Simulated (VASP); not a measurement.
RhCl2: single point with PBE

Crystal: RhCl2.

```xyz
6
Lattice="5.6900 0.0000 0.0000 0.0000 5.6900 0.0000 0.0000 0.0000 3.7284" Properties=species:S:1:pos:R:3 pbc="T T T"
Rh    2.8450    2.8450    1.8642
Rh    0.0000    0.0000    0.0000
Cl    4.5669    1.1231    1.8642
Cl    1.1231    4.5669    1.8642
Cl    3.9681    3.9681    0.0000
Cl    1.7219    1.7219    0.0000
```

The cell comes from a database or a generator and needn't be the stable form of this composition.

```yaml
Program: VASP 6.6.1
Task: single point
Functional: PBE
Potentials_or_basis: VASP PAW PBE potentials, release 64 (Rh_pv, Cl)
Cutoff: 520 eV
k_mesh: 5 × 5 × 7
Occupations: fermi-dirac, width 0.05 eV
Spin: no spin polarisation
Further_INCAR_settings: ALGO = Normal; EDIFF = 1e-07; NBANDS = 38
```

The pressure is -0.8 GPa and the largest force is 0.059 eV/Å. The band gap on the k mesh is none (metal or under the smearing width).

Forces in eV/Å, atoms in the order of the input:
```
Rh   0.000  0.000  0.000
Rh   0.000  0.000  0.000
Cl   0.042 -0.042  0.000
Cl  -0.042  0.042  0.000
Cl  -0.042 -0.042  0.000
Cl   0.042  0.042  0.000
```

Levels at points of the mesh, in eV from the Fermi level:
| k point | band 25 | band 26 | band 27 | band 28 | band 29 | band 30 | band 31 | band 32 | band 33 | band 34 |
| --- | --- | --- | --- | --- | --- | --- | --- | --- | --- | --- |
| (0.00, 0.00, 0.00) | -1.94 | -1.94 | -1.71 | -0.90 | -0.27 | 1.05 | 1.05 | 1.97 | 3.71 | 5.44 |

Wall time 97 s on 1 thread of Intel(R) Xeon(R) Platinum 8259CL CPU @ 2.50GHz (Skylake/Cascade Lake), on a shared host, peak memory 0.25 GiB.
